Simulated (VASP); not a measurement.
Write the native input for VASP 6.6.1 that does the following.

- Task: single point
- Functional: PBEsol
- Potentials or basis: VASP PAW PBE potentials, release 64 (Mn_pv, S)
- Cutoff: 520 eV
- k mesh: 7 × 7 × 4
- Occupations: gaussian, width 0.05 eV
- Spin: collinear spin, antiferromagnetic start
- Starting moments: [4.0, -4.0, 0.0, 0.0] μB
- Hubbard terms: Mn d U = 4 eV
- Further INCAR settings: ALGO = Normal; EDIFF = 1e-07

The structure of MnS lies in POSCAR:

```
MnS
1.0
    0.0000000000      2.6122498900      2.6122498900
    2.6122498900      0.0000000000      2.6122498900
    5.2244997800      5.2244997800      0.0000000000
Mn S
2 2
Direct
    0.0000000000      0.0000000000      0.0000000000
    0.0000000000      0.0000000000      0.5000000000
    0.5000000000      0.5000000000      0.2500000000
    0.5000000000      0.5000000000      0.7500000000
```

These files were run (other wordings do the same):

INCAR

```
PREC = Accurate
ENCUT = 520
EDIFF = 1E-7
ISMEAR = 0
SIGMA = 0.05
LREAL = False
LASPH = True
NELM = 100
ALGO = Normal
ISIF = 2
LWAVE = False
LCHARG = False
ISPIN = 2
MAGMOM = 4 -4 0 0
LORBIT = 11
LMAXMIX = 4
LDAU = True
LDAUTYPE = 2
LDAUL = 2 -1
LDAUU = 4 0
LDAUJ = 0 0
LDAUPRINT = 1
GGA = PS
```

KPOINTS

```
regular mesh
0
Gamma
  7 7 4
```

Potentials or basis: VASP PAW PBE potentials, release 64 (Mn_pv, S).

The run is started by

```bash
$ cat potpaw_PBE.64/Mn_pv/POTCAR potpaw_PBE.64/S/POTCAR > POTCAR
$ mpirun -np 1 vasp_std > vasp.out
```

It gave:

The pressure is -1.8 GPa, the band gap on the k mesh is 2.28 eV and the net moment is 0.00 μB per cell. The site moments are Mn +4.50, -4.50; S +0.00 μB. The valence electrons inside the program's atomic spheres are Mn 11.29; S 3.74.

Caveat: the PAW data sets were made with another functional, which shifts forces and pressure a little; an odd mesh through Γ misses points on the zone boundary, where band edges often lie.

Run time: 2.2 min on 1 thread of AMD EPYC 9R45 96-Core Processor (Zen 5), with other jobs on the host, peak memory 0.29 GiB.
